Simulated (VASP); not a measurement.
A convergence study with VASP on Bi (a7): one setting is varied, all else stays as given below, so the limit is that of these other settings.

```xyz
2
Lattice="4.1658 -2.2750 0.0000 4.1658 2.2750 0.0000 2.9234 0.0000 3.7394" Properties=species:S:1:pos:R:3 pbc="T T T"
Bi     2.6337     0.0000     0.8750
Bi     8.6214     0.0000     2.8644
```

Method: PBE GGA, VASP's PBE PAW potentials (set 64) (plane waves; VASP). The tightest run used: 550 eV cut-off, 19×19×19 Γ-centred mesh, first-order Methfessel-Paxton smearing of 0.10 eV, potentials Bi_d.

Question: The settings run are 1×1×1 mesh; 2×2×2 mesh; 3×3×3 mesh; 4×4×4 mesh; 5×5×5 mesh; 6×6×6 mesh; 7×7×7 mesh; 8×8×8 mesh; 9×9×9 mesh; 10×10×10 mesh; 11×11×11 mesh; 12×12×12 mesh; 13×13×13 mesh; 14×14×14 mesh; 15×15×15 mesh; 16×16×16 mesh; 17×17×17 mesh; 18×18×18 mesh; 19×19×19 mesh. From which on does the stress (every component) stay within 0.1 GPa of the tightest run?

Answer: From 11×11×11 mesh on: it is off by 0.06 there and by no more than 0.1 in any finer run, while 10×10×10 mesh is off by 0.12.
```tsv
setting	E (eV/atom)	pressure (GPa)	largest force (eV/Å)	irreducible k-points	difference judged (GPa)
1×1×1 mesh	-0.5668	26.74	2.689	1	25.58
2×2×2 mesh	-3.0282	7.48	2.429	4	6.46
3×3×3 mesh	-3.9563	1.27	0.039	6	1.47
4×4×4 mesh	-3.9071	1.39	0.088	13	0.60
5×5×5 mesh	-3.9020	1.36	0.034	19	0.74
6×6×6 mesh	-3.8913	1.55	0.080	32	0.10
7×7×7 mesh	-3.8913	1.50	0.156	44	0.33
8×8×8 mesh	-3.8842	1.58	0.137	65	0.15
9×9×9 mesh	-3.8838	1.59	0.171	85	0.14
10×10×10 mesh	-3.8817	1.60	0.170	116	0.12
11×11×11 mesh	-3.8808	1.61	0.181	146	0.06
12×12×12 mesh	-3.8798	1.63	0.179	189	0.05
13×13×13 mesh	-3.8793	1.63	0.185	231	0.04
14×14×14 mesh	-3.8788	1.64	0.183	288	0.02
15×15×15 mesh	-3.8784	1.63	0.182	344	0.03
16×16×16 mesh	-3.8782	1.64	0.183	417	0.01
17×17×17 mesh	-3.8780	1.65	0.180	489	0.01
18×18×18 mesh	-3.8779	1.65	0.179	580	0.01
19×19×19 mesh	-3.8778	1.65	0.177	670	0.00
```

Left out are rungs that failed or repeat a setting and relaxations that didn't move; long series are thinned to 24 rows.

The compound is Bi in the a7 structure. The cell was not relaxed at this level, forces remain on its atoms.
